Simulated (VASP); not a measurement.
Calculation: optB88-vdW, VASP's PBE PAW potentials (set 64) (plane waves; VASP 6.6.1).

VASP ran on this input.

**INCAR**
```
! general
SYSTEM  =SnO
PREC    =Accurate
ENCUT   =520   ! plane-wave cut-off (eV)
LREAL   =.FALSE.
LASPH   =.TRUE.

! electronic loop
EDIFF   =1E-7
NELM    =100
ALGO    =Normal
LMAXMIX =4

! smearing
ISMEAR  =0   ! Gaussian
SIGMA   =0.05   ! width (eV)

! functional
GGA     =BO
LUSE_VDW=.TRUE.
AGGAC   =0.0
PARAM1  =0.1833333333
PARAM2  =0.22

! ions
IBRION  =2   ! conjugate gradients
NSW     =30   ! most ionic steps
ISIF    =4
EDIFFG  =-0.01

! output
LWAVE   =.FALSE.
LCHARG  =.FALSE.
```

KPOINTS:
```
Automatic mesh
0
Gamma
 6 6 5
```

POSCAR:
```
SnO
1.0
  3.7789504222   0.0000000000   0.0000000000
  0.0000000000   3.7789504222   0.0000000000
  0.0000000000   0.0000000000   4.7885467389
Sn O
2 2
Cart
  1.8894752111   0.0000000000   3.6500422573
  0.0000000000   1.8894752111   1.1385044816
  1.8894752111   1.8894752111   0.0000000000
  0.0000000000   0.0000000000   0.0000000000
```

POTCAR, in this order: Sn_d O (PBE.64 set). Program: vasp_std.

Output of the run:

OUTCAR:
```
 ion  position               nearest neighbor table
   1  0.500  0.000  0.762-   3 2.21   4 2.21   3 2.21   4 2.21   2 3.51   2 3.51   2 3.51   2 3.51
                             2 3.67   2 3.67   2 3.67   2 3.67
   2  0.000  0.500  0.238-   3 2.21   4 2.21   4 2.21   3 2.21   1 3.51   1 3.51   1 3.51   1 3.51
                             1 3.67   1 3.67   1 3.67   1 3.67
   3  0.500  0.500  0.000-   1 2.21   2 2.21   1 2.21   2 2.21
   4  0.000  0.000  0.000-   1 2.21   2 2.21   2 2.21   1 2.21
  LATTYP: Found a simple tetragonal cell.
 ALAT       =     3.7789504222
 C/A-ratio  =     1.2671631548
 Subroutine PRICEL returns:
 Original cell was already a primitive cell.
 Subroutine GETGRP returns: Found 16 space group operations
The static configuration has the point symmetry D_2d.
 The point group associated with its full space group is D_4h.
The dynamic configuration has the point symmetry D_2d.
 Subroutine INISYM returns: Found 16 space group operations
 Subroutine IBZKPT returns following result:
 Found     30 irreducible k-points:

 Following reciprocal coordinates:
            Coordinates               Weight
  0.000000  0.000000  0.000000      1.000000
  0.166667  0.000000  0.000000      4.000000
  0.333333  0.000000  0.000000      4.000000
  0.500000  0.000000  0.000000      2.000000
  0.166667  0.166667  0.000000      4.000000
  0.333333  0.166667  0.000000      8.000000
  0.500000  0.166667  0.000000      4.000000
  0.333333  0.333333  0.000000      4.000000
  0.500000  0.333333  0.000000      4.000000
  0.500000  0.500000  0.000000      1.000000
  0.000000  0.000000  0.200000      2.000000
  0.166667  0.000000  0.200000      8.000000
  0.333333  0.000000  0.200000      8.000000
  0.500000  0.000000  0.200000      4.000000
  0.166667  0.166667  0.200000      8.000000
  0.333333  0.166667  0.200000     16.000000
  0.500000  0.166667  0.200000      8.000000
  0.333333  0.333333  0.200000      8.000000
  0.500000  0.333333  0.200000      8.000000
  0.500000  0.500000  0.200000      2.000000
  0.000000  0.000000  0.400000      2.000000
  0.166667  0.000000  0.400000      8.000000
  0.333333  0.000000  0.400000      8.000000
  0.500000  0.000000  0.400000      4.000000
  0.166667  0.166667  0.400000      8.000000
  0.333333  0.166667  0.400000     16.000000
  0.500000  0.166667  0.400000      8.000000
  0.333333  0.333333  0.400000      8.000000
  0.500000  0.333333  0.400000      8.000000
  0.500000  0.500000  0.400000      2.000000
   k-points           NKPTS =     30   k-points in BZ     NKDIM =     30   number of bands    NBANDS=     24
   number of dos      NEDOS =    301   number of ions     NIONS =      4
   total plane-waves  NPLWV =  28224
   dimension x,y,z NGX =    28 NGY =   28 NGZ =   36
   dimension x,y,z NGXF=    56 NGYF=   56 NGZF=   72
   ions per type =               2   2
   PREC   = accura    normal or accurate (medium, high low for compatibility)
   ISTART =      0    job   : 0-new  1-cont  2-samecut
   ICHARG =      2    charge: 1-file 2-atom 10-const
   ISPIN  =      1    spin polarized calculation?
   LNONCOLLINEAR =      F non collinear calculations
   LSORBIT =      F    spin-orbit coupling
   INIWAV =      1    electr: 0-lowe 1-rand  2-diag
   ENCUT  =  520.0 eV  38.22 Ry    6.18 a.u.   7.03  7.03  8.90*2*pi/ulx,y,z
   NELM   =    100;   NELMIN=  2; NELMDL= -5     # of ELM steps
   EDIFF  = 0.1E-06   stopping-criterion for ELM
   LREAL  =      F    real-space projection
   NLSPLINE    = F    spline interpolate recip. space projectors
   LMAXMIX     =    4 max onsite mixed and CHGCAR
   VOSKOWN=      0    Vosko Wilk Nusair interpolation
   EDIFFG = -.1E-01   stopping-criterion for IOM
   NSW    =     30    number of steps for IOM
   NBLOCK =      1;   KBLOCK =     30    inner block; outer block
...
```

**OSZICAR**
```
       N       E                     dE             d eps       ncg     rms          rms(c)
DAV:   1     0.421176576070E+03    0.42118E+03   -0.20768E+04  1472   0.258E+03
DAV:   2     0.358478710504E+02   -0.38533E+03   -0.37926E+03  1616   0.590E+02
DAV:   3    -0.153077733711E+02   -0.51156E+02   -0.50741E+02  1680   0.193E+02
DAV:   4    -0.172271045332E+02   -0.19193E+01   -0.19172E+01  1672   0.413E+01
DAV:   5    -0.172822677911E+02   -0.55163E-01   -0.55152E-01  1872   0.695E+00    0.124E+01
DAV:   6    -0.131872092239E+02    0.40951E+01   -0.26859E+01  2440   0.538E+01    0.468E+00
DAV:   7    -0.132074754247E+02   -0.20266E-01   -0.24435E+00  1640   0.105E+01    0.254E+00
DAV:   8    -0.132079180266E+02   -0.44260E-03   -0.58381E-01  2256   0.611E+00    0.104E+00
DAV:   9    -0.131870719652E+02    0.20846E-01   -0.17461E-01  2200   0.422E+00    0.263E-01
DAV:  10    -0.131887787456E+02   -0.17068E-02   -0.18437E-02  2048   0.119E+00    0.183E-01
DAV:  11    -0.131881174673E+02    0.66128E-03   -0.45203E-03  2216   0.706E-01    0.267E-02
DAV:  12    -0.131881837301E+02   -0.66263E-04   -0.61503E-04  1616   0.155E-01    0.397E-02
DAV:  13    -0.131881730742E+02    0.10656E-04   -0.92351E-05  2064   0.139E-01    0.541E-03
DAV:  14    -0.131881736321E+02   -0.55782E-06   -0.10618E-05  2136   0.373E-02    0.446E-03
DAV:  15    -0.131881731590E+02    0.47308E-06   -0.17555E-06  1872   0.107E-02    0.195E-03
DAV:  16    -0.131881732109E+02   -0.51900E-07   -0.16822E-07  1120   0.303E-03
   1 F= -.13188173E+02 E0= -.13188148E+02  d E =-.131882E+02
       N       E                     dE             d eps       ncg     rms          rms(c)
DAV:   1    -0.131909340582E+02   -0.27609E-02   -0.16889E+01  1744   0.270E+01    0.936E-01
DAV:   2    -0.132317156012E+02   -0.40782E-01   -0.49026E-01  2104   0.600E+00    0.399E-01
DAV:   3    -0.132304019293E+02    0.13137E-02   -0.66608E-03  2104   0.801E-01    0.248E-01
DAV:   4    -0.132296795672E+02    0.72236E-03   -0.11089E-03  2256   0.522E-01    0.589E-02
DAV:   5    -0.132296838025E+02   -0.42354E-05   -0.41954E-04  1800   0.191E-01    0.194E-02
DAV:   6    -0.132296895867E+02   -0.57842E-05   -0.32919E-05  1752   0.483E-02    0.103E-02
DAV:   7    -0.132296907403E+02   -0.11535E-05   -0.63556E-06  2032   0.272E-02    0.261E-03
DAV:   8    -0.132296908953E+02   -0.15509E-06   -0.91193E-07  1712   0.964E-03    0.579E-04
DAV:   9    -0.132296909208E+02   -0.25469E-07   -0.77443E-08   840   0.266E-03
   2 F= -.13229691E+02 E0= -.13229452E+02  d E =-.415177E-01
       N       E                     dE             d eps       ncg     rms          rms(c)
DAV:   1    -0.132291799233E+02    0.51097E-03   -0.75667E-01  1736   0.546E+00    0.197E-01
DAV:   2    -0.132310159627E+02   -0.18360E-02   -0.21222E-02  2136   0.134E+00    0.805E-02
DAV:   3    -0.132309346662E+02    0.81296E-04   -0.27543E-04  1912   0.181E-01    0.486E-02
DAV:   4    -0.132309009136E+02    0.33753E-04   -0.63771E-05  2224   0.134E-01    0.102E-02
DAV:   5    -0.132309025177E+02   -0.16041E-05   -0.21230E-05  1672   0.478E-02    0.451E-03
DAV:   6    -0.132309030409E+02   -0.52321E-06   -0.17056E-06  2096   0.184E-02    0.210E-03
DAV:   7    -0.132309030728E+02   -0.31957E-07   -0.24090E-07  1088   0.501E-03
   3 F= -.13230903E+02 E0= -.13230612E+02  d E =-.427299E-01
       N       E                     dE             d eps       ncg     rms          rms(c)
DAV:   1    -0.132535634250E+02   -0.22660E-01   -0.97445E-01  1552   0.845E+00    0.861E-01
DAV:   2    -0.132432368528E+02    0.10327E-01   -0.36456E-02  1920   0.271E+00    0.532E-01
DAV:   3    -0.132366439435E+02    0.65929E-02   -0.63560E-03  2064   0.147E+00    0.100E-01
DAV:   4    -0.132366387167E+02    0.52268E-05   -0.20550E-03  1880   0.402E-01    0.349E-02
DAV:   5    -0.132366392099E+02   -0.49314E-06   -0.20921E-04  1752   0.134E-01    0.116E-02
DAV:   6    -0.132366351769E+02    0.40330E-05   -0.16684E-05  2112   0.565E-02    0.358E-03
DAV:   7    -0.132366351497E+02    0.27170E-07   -0.25529E-06  1784   0.145E-02    0.216E-03
DAV:   8    -0.132366352124E+02   -0.62681E-07   -0.33111E-07  1192   0.555E-03
   4 F= -.13236635E+02 E0= -.13236384E+02  d E =-.573214E-02
       N       E                     dE             d eps       ncg     rms          rms(c)
DAV:   1    -0.132663008208E+02   -0.29666E-01   -0.15569E+00  1552   0.107E+01    0.109E+00
DAV:   2    -0.132499363621E+02    0.16364E-01   -0.59145E-02  1896   0.335E+00    0.673E-01
DAV:   3    -0.132394509176E+02    0.10485E-01   -0.10002E-02  2072   0.175E+00    0.130E-01
DAV:   4    -0.132393685483E+02    0.82369E-04   -0.27974E-03  1944   0.501E-01    0.437E-02
DAV:   5    -0.132393699505E+02   -0.14022E-05   -0.32626E-04  1752   0.165E-01    0.134E-02
DAV:   6    -0.132393645847E+02    0.53658E-05   -0.22883E-05  2160   0.645E-02    0.452E-03
DAV:   7    -0.132393645929E+02   -0.82327E-08   -0.36994E-06  1792   0.172E-02    0.272E-03
DAV:   8    -0.132393646971E+02   -0.10421E-06   -0.47783E-07  1280   0.595E-03    0.454E-04
DAV:   9    -0.132393647366E+02   -0.39489E-07   -0.51383E-08   776   0.336E-03
   5 F= -.13239365E+02 E0= -.13239124E+02  d E =-.846166E-02
```

File OUTCAR:
```
------------------------ aborting loop because EDIFF is reached ----------------------------------------
  FORCE on cell =-STRESS in cart. coord.  units (eV):
  Direction    XX          YY          ZZ          XY          YZ          ZX
  --------------------------------------------------------------------------------------
  Total        1.0670168      1.0670168      1.0323372      0.0000000     -0.0000000      0.0000000
  in kB       24.9997525     24.9997525     24.1872243      0.0000000     -0.0000000      0.0000000
  external PRESSURE =      24.7289098 kB  Pullay stress =       0.0000000 kB
  volume of cell :       68.38
      direct lattice vectors                 reciprocal lattice vectors
     3.826538132  0.000000000  0.000000000     0.261332820  0.000000000  0.000000000
     0.000000000  3.826538132  0.000000000     0.000000000  0.261332820 -0.000000000
     0.000000000  0.000000000  4.670184394     0.000000000  0.000000000  0.214124308
 POSITION                                       TOTAL-FORCE (eV/Angst)
 -----------------------------------------------------------------------------------
      1.91327      0.00000      3.50887         0.000000     -0.000000     -0.000758
      0.00000      1.91327      1.16132         0.000000      0.000000      0.000758
      1.91327      1.91327      0.00000         0.000000     -0.000000      0.000000
      0.00000      3.82654      0.00000         0.000000      0.000000      0.000000
 -----------------------------------------------------------------------------------
    total drift:                                0.000000      0.000000     -0.000000
  FREE ENERGIE OF THE ION-ELECTRON SYSTEM (eV)
  ---------------------------------------------------
  free  energy   TOTEN  =       -13.2393647366 eV

  energy  without entropy=      -13.2388839829  energy(sigma->0) =      -13.23912436

 reached required accuracy - stopping structural energy minimisation
```
(Selected blocks of OUTCAR.)

CONTCAR:
```
SnO
   1.00000000000000
     3.8265381319114593    0.0000000000000000    0.0000000000000000
     0.0000000000000000    3.8265381319114593    0.0000000000000000
     0.0000000000000000    0.0000000000000000    4.6701843939805903
  Sn              O
     2     2
Direct
     0.5000000000000000    0.0000000000000000    0.7513333145374359
     0.0000000000000000    0.5000000000000000    0.2486666854625641
     0.5000000000000000    0.5000000000000000    0.0000000000000000
     0.0000000000000000    1.0000000000000000    0.0000000000000000
```

The compound is SnO in the litharge structure. This cell is one point of a volume scan, at 0.94 of the reference volume. Symmetry was kept, so distortions that lower it aren't found.
